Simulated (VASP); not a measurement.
Energy against volume of FeAl (CsCl type). Calculation: PBEsol GGA, VASP's PBE PAW potentials (set 64) (plane waves; VASP). Run with 520 eV cut-off, 13×13×13 Γ-centred mesh, first-order Methfessel-Paxton smearing of 0.10 eV, potentials Al Fe.

| V (Å³/atom) | E (eV/atom) |
|---|---|
| 11.127 | -6.84343 |
| 11.471 | -6.84989 |
| 11.815 | -6.84382 |
| 12.159 | -6.82705 |

Fit these four points and predict the energy of the run at 10.783 Å³/atom.

A cubic in V^(−2/3), the third-order Birch-Murnaghan form, passes through the four points with V0 = 11.47 Å³/atom and B0 = 194 GPa, and gives -6.8222 eV/atom there. The run gave -6.8223 eV/atom, -0.1 meV/atom from the fit; all five points give B0 = 194 GPa.

The compound is FeAl in the CsCl type structure. It was relaxed first, which changed the volume by -7 %. The run is not spin-polarised, so no magnetic state was tried.
